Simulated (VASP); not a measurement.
```
CELL_PARAMETERS angstrom
      4.69327    -8.12898     0.00000
      4.69327     8.12898     0.00000
      0.00000     0.00000    10.01920
ATOMIC_POSITIONS crystal
  Al 0.22232 0.11297 0.25013
  Al 0.11123 0.22179 0.99660
  Al 0.22306 0.11048 0.75027
  Al 0.10603 0.22908 0.50341
  Al 0.22414 0.44547 0.24173
  Al 0.11126 0.55603 0.99661
  Al 0.22195 0.44421 0.74752
  Al 0.10582 0.54321 0.50299
  Al 0.22232 0.77594 0.25017
  Al 0.11184 0.88915 0.00146
  Al 0.22296 0.77895 0.75008
  Al 0.11148 0.88903 0.49989
  Al 0.55527 0.11083 0.25023
  Al 0.44457 0.22159 0.00015
  Al 0.55592 0.11111 0.74984
  Al 0.44336 0.22184 0.50039
  Al 0.55582 0.44496 0.24693
  Al 0.44607 0.55618 0.99478
  Al 0.55826 0.44416 0.75105
  Al 0.55566 0.77710 0.24706
  Al 0.44460 0.88935 0.00012
  Al 0.55816 0.78035 0.75110
  Al 0.44334 0.88776 0.50037
  Al 0.88969 0.11180 0.24911
  Al 0.77740 0.22188 0.00028
  Al 0.88823 0.11065 0.75088
  Al 0.77691 0.22166 0.49955
  Al 0.88964 0.44438 0.24906
  Al 0.77849 0.55567 0.00034
  Al 0.88826 0.44401 0.75077
  Al 0.77916 0.55784 0.50098
  Al 0.88953 0.77806 0.24993
  Al 0.77848 0.88920 0.00047
  Al 0.89023 0.77836 0.75070
  Al 0.77902 0.88763 0.50103
  N  0.22106 0.11679 0.44217
  N  0.11063 0.22101 0.18752
  N  0.22299 0.11037 0.94130
  N  0.11031 0.21975 0.69495
  N  0.11059 0.55629 0.18744
  N  0.22266 0.44462 0.93975
  N  0.11036 0.55694 0.69454
  N  0.22101 0.77075 0.44217
  N  0.11237 0.88950 0.19339
  N  0.22300 0.77912 0.94114
  N  0.11193 0.88921 0.69058
  N  0.55336 0.10983 0.44161
  N  0.44457 0.22210 0.19155
  N  0.55561 0.11099 0.94118
  N  0.44530 0.22260 0.69109
  N  0.55726 0.44409 0.43993
  N  0.44801 0.55719 0.18475
  N  0.55692 0.44329 0.94142
  N  0.44947 0.55795 0.69878
  N  0.55701 0.77920 0.44004
  N  0.44455 0.88886 0.19154
  N  0.55698 0.77995 0.94152
  N  0.44522 0.88894 0.69109
  N  0.88512 0.10777 0.44015
  N  0.77739 0.22195 0.19153
  N  0.88797 0.11069 0.94142
  N  0.77783 0.22212 0.69098
  N  0.88497 0.44367 0.44004
  N  0.77874 0.55607 0.19130
  N  0.88804 0.44369 0.94131
  N  0.77919 0.55646 0.69144
  N  0.89003 0.77824 0.44129
  N  0.77863 0.88919 0.19141
  N  0.88971 0.77808 0.94199
  N  0.77909 0.88915 0.69149
  Ge 0.42073 0.54323 0.49407
```

All values below come from PBE GGA, VASP's PBE PAW potentials (set 64) (plane waves; VASP). Settings: PREC = Normal, LREAL = Auto, ISYM = 0, 400 eV cut-off, 1×1×1 Γ-centred mesh, Gaussian smearing of 0.050 eV, potentials Al N Ge. Starting moments (MAGMOM): 71*0.0282. The cell's moment is fixed (NUPDOWN = 2).

At this cut-off the stress carries a Pulay error, which pulls relaxed volumes low.  The supercell is sampled at Γ alone, which is coarse: total energies, pressure and levels can be off, energies of defects by several tenths of an eV.

Task: Predict the cell moment, energy per atom (σ→0), pressure.

Result: 
The cell moment comes out as 2.00 μB. The energy per atom (σ→0) is -7.280 eV/atom. The pressure comes out as -23.6 kbar.

Task: Give the moment on each site (PAW-sphere projection).

Result: 
```csv
site,moment (μB)
Al1,0.00
Al2,0.00
Al3,0.00
Al4,0.05
Al5,0.09
Al6,0.00
Al7,0.00
Al8,0.05
Al9,0.00
Al10,0.00
Al11,0.00
Al12,0.00
Al13,0.00
Al14,0.00
Al15,0.00
Al16,0.00
Al17,0.00
Al18,0.01
Al19,0.00
Al20,0.00
Al21,0.00
Al22,0.00
Al23,0.00
Al24,0.00
Al25,0.00
Al26,0.00
Al27,0.00
Al28,0.00
Al29,0.00
Al30,0.00
Al31,0.00
Al32,0.00
Al33,0.00
Al34,0.00
Al35,0.00
N36,0.00
N37,0.03
N38,0.00
N39,0.03
N40,0.03
N41,0.00
N42,0.03
N43,0.00
N44,0.00
N45,0.00
N46,0.00
N47,0.00
N48,0.00
N49,0.00
N50,0.00
N51,0.06
N52,0.04
N53,0.00
N54,0.07
N55,0.06
N56,0.00
N57,0.00
N58,0.00
N59,0.05
N60,0.00
N61,0.00
N62,0.00
N63,0.05
N64,0.00
N65,0.00
N66,0.00
N67,0.00
N68,0.00
N69,0.00
N70,0.00
Ge71,0.20
```

Only differences to runs with the same potentials and settings are physical.

The cell is a supercell with a defect, built from AlN (wurtzite): Ge_Al-vac_N.
